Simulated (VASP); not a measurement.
Energy against volume of GdN (rock salt). All values below come from revPBE GGA, VASP's PBE PAW potentials (set 64) (plane waves; VASP). Run with 520 eV cut-off, 9×9×9 Γ-centred mesh, Gaussian smearing of 0.050 eV, potentials Gd_3 N.

The 4f electrons are frozen in the core of the lanthanide potential, so 4f levels, which can set the real gap, and their magnetism are missing.

```json
[
 {"V (Å³/atom)": "14.755", "E (eV/atom)": "-7.69544"},
 {"V (Å³/atom)": "15.226", "E (eV/atom)": "-7.71782"},
 {"V (Å³/atom)": "15.697", "E (eV/atom)": "-7.72492"},
 {"V (Å³/atom)": "16.168", "E (eV/atom)": "-7.71888"}
]
```

Question: Fit these four points and predict the energy of the run at 16.639 Å³/atom.

Answer: A cubic in V^(−2/3), the third-order Birch-Murnaghan form, passes through the four points with V0 = 15.70 Å³/atom and B0 = 148 GPa, and gives -7.7015 eV/atom there. The run gave -7.7016 eV/atom, -0.1 meV/atom from the fit; all five points give B0 = 148 GPa.

The compound is GdN in the rock salt structure. It was relaxed first.
